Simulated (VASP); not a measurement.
## Mg6TiSb under changes of volume

One of the cells (22.132 Å³/atom); the others are scaled copies at fixed shape and fractional positions:

```
Sb Ti Mg
1.0
     5.08461    0.00000    0.00000
     0.00000    3.22157    5.40451
     0.00000   -3.22157    5.40451
Sb Ti Mg
1 1 6
Direct
  0.00000 0.32572 0.32572
  0.50000 0.16891 0.16891
  0.00000 0.83342 0.83342
  0.00000 0.33180 0.83655
  0.00000 0.83655 0.33180
  0.50000 0.66497 0.66497
  0.50000 0.16281 0.67582
  0.50000 0.67582 0.16281
```

The cell comes from a database or a generator and needn't be the stable form of this composition.

- Program: VASP 6.6.1
- Functional: PBE
- Potentials or basis: VASP PAW PBE potentials, release 64 (Sb, Ti_sv, Mg)
- Cutoff: 520 eV
- k mesh: 5 × 5 × 5
- Occupations: fermi-dirac, width 0.05 eV
- Spin: no spin polarisation

| volume (Å³/atom) | energy over the lowest point (meV/atom) | pressure (GPa) | largest force (eV/Å) |
| --- | --- | --- | --- |
| 20.396 | ? | ? | ? |
| 20.830 | 3.90 | 2.0 | 0.074 |
| 21.264 | 0.00 | 0.9 | 0.077 |
| 22.132 | 0.59 | -1.0 | 0.100 |
| 22.566 | 4.54 | -1.8 | 0.132 |
| 23.000 | 10.62 | -2.6 | 0.162 |

What does the run at 20.396 Å³/atom give?

Energy over the lowest point 10.99 meV/atom; pressure 3.3 GPa; largest force 0.077 eV/Å.

Worked out: A Birch-Murnaghan fit of order 3 (a polynomial in V^(-2/3)) to the other rows has its minimum at 21.64 Å³/atom with B0 = V·E''(V) = 49 GPa and B' = 4.1 at fixed shape and positions, which overstates the stiffness. It gives 11.00 meV/atom at 20.396 Å³/atom, against the run's 10.99, and -dE/dV = 3.3 GPa, against 3.3.

Energies are extrapolated to zero smearing.
